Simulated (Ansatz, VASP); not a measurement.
# Cross-check of WC (Qusongite) between VASP and Ansatz, part 2 of 2

One calculation is typed for both programs; each brings its own data sets. How far apart do they land? The cell is taken from a series of runs on this material, whose earlier steps may have relaxed, scaled, displaced or heated it; both programs get it as it stands.

VASP 6.6.1 and Ansatz 0.2.0.

So far: The structure; VASP: zone-centre phonons, LDA.

## (3) Ansatz: zone-centre phonons, LDA

Level of this step: Ansatz beside VASP: Kohn-Sham DFT, plane waves, LDA (Ansatz).

Ansatz runs on its PAW soft_1 files.

The same cell, functional (in two slightly different forms), mesh and smearing now go to Ansatz, which takes its cutoff from its data sets.

The input, input.yaml:

```yaml
crystal:
  lattice:
    - [2.941607868, 0.0, 0.0]
    - [-1.470803934, 2.5475071417, 0.0]
    - [0.0, 0.0, 2.7914752133]
  atoms:
    - { symbol: C, position: [0.6666666667, 0.3333333333, 0.5] }
    - { symbol: W, position: [0.0, 0.0, 0.0] }
kpoints:
  mp_grid: { grid: [18, 18, 16] }
hamiltonian:
  xc: lda
  pseudopotentials: { kind: paw, azcp: { folder: soft_1 }, xc_functional: pbe }
scf:
  occupations: { method: methfessel_paxton, width: 0.2 }
output:
  eigenvalues: true
phonons:
  method: dfpt
```

Command:

```bash
$ ansatz run input.yaml --threads 4 --pin off --max-ram 10240MiB --backend cpu --events-out ev --progress --plain --runs-dir out
```

Numbers of over 12 decimals in the logs are rounded to 6 here.

What it wrote:

```text
zone centre: on kpoints.mp_grid the ground state, and the responses unless they are solved on pairs of k-points, stand on 819 of the mesh's 5184 k-points, reduced under 4 symmetry operations, with k and −k counted as one. Each operation leaves every solved displacement unchanged or reverses it
Engine: ansatz 0.2.0, aarch64-unknown-linux-gnu
Pseudopotentials: kind: paw
Pseudopotential: C, paw, valence charge 4, recommended cutoff 420 eV (normal), soft_1/C.paw.azcp
Pseudopotential: W, paw, valence charge 14, recommended cutoff 420 eV (normal), soft_1/W.paw.azcp
Functional definition: SPW92
  exchange = slater_x
  correlation = pw_c
Crystal: 2 atoms, lattice volume = 20.919 Å³
Basis set: ecut = 420 eV, 405 PW (Γ), exchange–correlation on 40×40×40 points (8 copies of the dense FFT grid, shifted against one another)
Bands: 13, of which v1, the nominal top of the filled ones, is band 9 counted from 1 (8 counted from 0)
Symmetry: 12 space group operations
k-points: 819 of 5184 (irreducible under 4 space group operations, time reversal used)
Non-local potential: C, projectors of the file, l = 0: 2, l = 1: 2, l = 2: 1
Non-local potential: W, projectors of the file, l = 0: 3, l = 1: 2, l = 2: 2, l = 3: 1
PAW form: soft (Blöchl's): semilocal exchange-correlation on the pseudo side does not see the compensation charge
PAW frozen core: C, regenerated for the run's functional, and the local potential with it (the file was generated under x = pbe(κ = 0.804, μ = 0.219515), c = pbe(β = 0.066725))
PAW frozen core: W, regenerated for the run's functional, and the local potential with it (the file was generated under x = pbe(κ = 0.804, μ = 0.219515), c = pbe(β = 0.066725))
PAW one-centre angular grid: C, 110 points (default); XC on 64 Gauss nodes
PAW one-centre angular grid: W, 590 points (default); XC on 64 Gauss nodes
Initial density: superposition of atomic densities (chi_scale 0.1, normalization cell, long waves kept (reshape's long-wave potential 0.00 eV rms))
Initial wavefunctions: pseudopotential atomic-orbital guess
Functional: x = slater, c = lda
SCF iter   1: F=—  HF=-10375.385910 eV  |F-HF|=—  |Δ(HF+E_count)|=         —  Δρ=1.32e-1  dr2=4.91e0  ethr=3.10e-3  ⟨swp⟩=5.0  Hψ=52925  notcnv=0
preconditioner: auto → none  [metal: Δε(μ)=0.035 eV  Ē_g=10.666 eV  σ=0.200 eV  W_gap=0.15  n_scr=8 (ndim 8)  ℏωp=25.7 eV  f_vac=0.000  D(μ)=0.24/eV (n_scr^D=0)  sad-step TF]
SCF iter   2: F=—  HF=-10374.772582 eV  |F-HF|=—  |Δ(HF+E_count)|=   6.13e-1  S|Δr|=    0.00e0  Δρ=9.23e-2  dr2=2.49e0  ethr=3.10e-3  ⟨swp⟩=2.0  Hψ=20305  notcnv=0
SCF iter   3: F=—  HF=-10374.135961 eV  |F-HF|=—  |Δ(HF+E_count)|=   6.37e-1  S|Δr|=    0.00e0  Δρ=7.56e-3  dr2=1.15e-2  ethr=3.10e-3  ⟨swp⟩=2.2  Hψ=18244  notcnv=0
SCF iter   4: F=—  HF=-10374.135091 eV  |F-HF|=—  |Δ(HF+E_count)|=   8.70e-4  S|Δr|=    0.00e0  Δρ=1.06e-3  dr2=9.77e-5  ethr=6.36e-5  ⟨swp⟩=1.1  Hψ=17063  notcnv=0
SCF iter   5: F=—  HF=-10374.135155 eV  |F-HF|=—  |Δ(HF+E_count)|=   6.34e-5  S|Δr|=    0.00e0  Δρ=1.52e-4  dr2=2.41e-6  ethr=5.43e-7  ⟨swp⟩=2.2  Hψ=16534  notcnv=0
SCF iter   6: F=—  HF=-10374.135155 eV  |F-HF|=—  |Δ(HF+E_count)|=   5.69e-7  S|Δr|=    0.00e0  Δρ=1.78e-5  dr2=2.63e-8  ethr=1.34e-8  ⟨swp⟩=2.3  Hψ=15506  notcnv=0
SCF iter   7: F=—  HF=-10374.135154 eV  |F-HF|=—  |Δ(HF+E_count)|=   1.11e-6  S|Δr|=    0.00e0  Δρ=1.58e-6  dr2=2.34e-10  ethr=1.46e-10  ⟨swp⟩=2.0  Hψ=15174  notcnv=0
SCF iter   8: F=—  HF=-10374.135154 eV  |F-HF|=—  |Δ(HF+E_count)|=  5.64e-11  S|Δr|=    0.00e0  Δρ=2.73e-7  dr2=1.67e-11  ethr=1.00e-12  ⟨swp⟩=6.0  Hψ=47063  notcnv=0
SCF iter   9: F=-10374.135154 eV  HF=-10374.135154 eV  |F-HF|=0.00e0  |Δ(HF+E_count)|=  5.46e-12  S|Δr|=    0.00e0  Δρ=5.10e-8  dr2=2.17e-13  ethr=1.00e-12  ⟨swp⟩=5.3  Hψ=40485  notcnv=0
the search or the solves at the SCF's close seem to have found levels that the self-consistency loop had missed (the run counts 2). By its estimate they hold under 1e-12 electrons; where the run keeps them, the occupations were computed again with them
SCF 1 converged in 9 iterations: F = -10374.135154 eV  dr2 = 2.17e-13
  greatest PAW one-centre occupation: 0.999 electrons in one spin orbital (limit 2), on the W atom at site 1 (counted from 0), in its partial waves of l = 0
DFPT response loops at Γ: preconditioner auto → Kerker (q_TF=auto, 2.661 Å⁻¹) (partly filled bands, converged f_vac=0.000); β = 1.00, the filter's whole step (`scf.mixing.beta` (0.50) is not read by the response loops under this deck's `scf.mixing.preconditioner`; to damp them name `kerker` or `kerker_dos`, under which they read `scf.mixing.beta`, and type it under 1.00, their step now; both keys bind the ground state too); Broyden in place of MSR1
SCF converged after 9 iterations
Stability not checked: this state was not tested for a lower state beside it, because cold or Methfessel-Paxton smearing, or corrected tetrahedra, fill the levels in a way that the test cannot read (fill_not_monotonic; see scf.lower_state_search)
Free energy (F): -10374.135154 eV
Harris-Foulkes:  -10374.135154 eV  (|F-HF|=0.00e0)
Internal energy: -10374.134220 eV  (E = F + TS)
E sigma→0 (E₀):  -10374.134921 eV
Entropy (-TS):   -0.000934 eV (-0.467 meV/atom)
Fermi energy:    19.942933 eV
--- Per-component energies (eV) ---
  E_band       = -69.507833
  E_kinetic    = 509.348973
  E_local      = -617.438009  (includes V_loc(G=0)·N_el)
  E_nonlocal   = 3.891211
  E_hartree    = 250.288260
  E_xc         = -313.593188
  E_vxc        = -290.590052  (∫ρ·V_xc dr)
  E_paw        = -8416.509540  (= ΣΔE_a)
  E_vpaw       = -175.296632  (= ΣTr[D̂ρ^β])
  E_aug_tail   = 0.000161  (compensation charges beyond the density's cutoff)
  E_ewald      = -1790.468169
  E_core_change = 0.346082  (= ΣΔE_core)
  E_smearing   = -0.000934  (= −TS)
  E_closure    = 0.000000  (closes the sum)
  Σ components = -10374.135154   (vs F -10374.135154, Δ=0.00e0)
--- Band table (eV; the first three rows and the last of 819) ---
  k-point 0: bands = [... 5 lower, 15.6772, 16.4195, 16.4195, 20.3046, 23.1375, 23.1375, 25.5834, 25.5834]
  k-point 1: bands = [... 5 lower, 15.6563, 16.4648, 16.4648, 20.2622, 22.7650, 22.7650, 25.8145, 25.8145]
  k-point 2: bands = [... 5 lower, 15.5324, 16.5972, 16.5972, 20.2430, 21.9897, 21.9897, 26.1352, 26.1352]
  k-point 818: bands = [... 5 lower, 13.5444, 14.1816, 18.0029, 18.7635, 24.9408, 25.3043, 25.7590, 29.4035]
--- Phonons (Γ-DFPT): 4 representative perturbations + reference, on 819 of 5184 k-points (Σ response iterations 12) ---
  k mesh reduced under 4 symmetry operations, with k and −k counted as one. Each operation leaves every solved displacement unchanged or reverses it
  ASR residual: 3.224e-5 → 0.000e0 eV/Å²; symmetrization residual: 1.333e-6 eV/Å²
  ASR residual per site (eV/Å²): 4.35e-6 3.22e-5
  Γ frequencies (cm⁻¹): 0.00 0.00 0.00 574.96 602.77 602.77
  non-analytic LO–TO correction: not included (Born effective charges unavailable; polar crystals: no LO–TO splitting at Γ)
```

## (4) Differences

Known differences besides the potentials themselves: the two LDA forms differ slightly; the data sets hold 18 valence electrons in Ansatz (on its PAW soft_1 files) and 10 in VASP; the cutoff is 420 eV in Ansatz and 600 eV in VASP; VASP's log shows a relativistic correction to its local exchange, Ansatz's none. Total energies have different zeros and are not compared.

Both answers:

```csv
quantity,Ansatz,VASP,difference
optical mode 1 (cm⁻¹),575.0,579.6,-0.80 %
optical mode 2 to 3 (cm⁻¹),602.8,610.4,-1.24 %
```

Modes are paired by rising frequency, not by their patterns, so a pair may set unlike modes beside each other; they are those without the splitting of longitudinal modes.

## (5) Summary of results

```
r.m.s. difference of the optical zone-centre modes, each program's sorted by frequency (zone-centre phonons, LDA) : 6.7 cm⁻¹
difference in optical mode 2 to 3 (zone-centre phonons, LDA)                                                      : -1.2 %
```

In words: The r.m.s. difference of the optical zone-centre modes, each program's sorted by frequency is 6.7 cm⁻¹ (zone-centre phonons, LDA). The data sets hold unlike numbers of valence electrons (18 in Ansatz and 10 in VASP), so part of the differences comes from the potentials. Among the rows given in per cent, the largest difference of the zone-centre phonons, LDA pair is in optical mode 2 to 3, -1.2 %. Such differences can come from data sets, numerical settings and the points named under the comparisons, not from the functional's error against experiment.

[Lines on the potential files, build, host, timing and source positions are cut from VASP's logs without a mark.]

[Logs are printed without paths, hosts, clocks, repeated set-up lines and the standing remarks that a program may print on its own settings, such as how far it seeks lower states.]

[Hosts, paths, dates, database ids (printed as entryN), source tags and the programs' standing remarks are cut or masked in the printed files.]
